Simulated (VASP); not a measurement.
Consider the following.

```
CoGe2
1.0
    4.47122     0.00000     0.00000
   -2.23561     3.87219     0.00000
    0.00000     0.00000     2.54945
Co Ge
1 2
Cartesian
  0.00000   0.00000   2.54945
  0.00000   2.58146   1.27473
  2.23561   1.29073   1.27473
```
Starting moments (μB, in the order of the record's atoms Co Ge Ge): 1.4 0.0 0.0.

The numbers are results of PBEsol GGA, VASP's PBE PAW potentials (set 64) (plane waves; VASP), not measurements. Numerical set-up: 400 eV cut-off, Gaussian smearing of 0.050 eV, potentials Co Ge_d.

Q: Give the spin-up energies of bands 12 to 22 at the high-symmetry points, in eV from the Fermi level.

A: 
```csv
band,Γ,M,K,A,L,H
12,-6.34,-10.91,-11.49,-7.08,-5.99,-7.01
13,-5.01,-5.57,-7.65,-3.35,-5.30,-4.74
14,-5.01,-5.05,-3.15,-3.35,-4.47,-4.74
15,-3.46,-2.87,-2.45,-2.02,-4.04,-3.29
16,-1.53,-2.37,-2.45,-2.02,-1.92,-2.10
17,-1.53,-1.57,-1.55,-0.94,-1.78,-2.10
18,-1.30,-1.53,-1.55,-0.51,-1.72,-1.87
19,-1.29,-1.20,1.00,-0.49,-0.45,-1.47
20,-0.34,3.63,1.00,-0.26,0.32,-1.47
21,-0.34,4.99,2.18,-0.26,0.35,2.20
22,1.56,5.54,7.17,4.87,3.23,5.41
```

Q: Give the spin-down energies of bands 12 to 22 at the high-symmetry points, in eV from the Fermi level.

A: 
```csv
band,Γ,M,K,A,L,H
12,-6.27,-10.83,-11.42,-6.97,-5.91,-6.84
13,-4.75,-5.50,-7.55,-2.11,-5.23,-4.62
14,-4.75,-4.84,-2.16,-2.11,-4.24,-4.62
15,-2.57,-1.86,-1.65,-0.90,-3.26,-3.22
16,-1.26,-1.34,-1.65,-0.90,-0.68,-1.07
17,-1.26,-0.04,0.17,-0.85,-0.57,-0.71
18,0.21,0.15,0.17,-0.43,-0.42,-0.71
19,0.21,0.20,1.47,-0.17,0.42,-0.30
20,0.75,3.69,1.47,-0.17,0.65,-0.30
21,0.75,5.26,2.50,0.73,1.19,2.85
22,2.07,5.83,7.20,5.08,3.29,5.59
```

It has no gap at this level: it comes out as a metal or semimetal.

The structure was generated: CoGe2 was put into the AlB2 type (P6/mmm), which need not be its known phase. It was relaxed first, which changed the volume by -48 %.
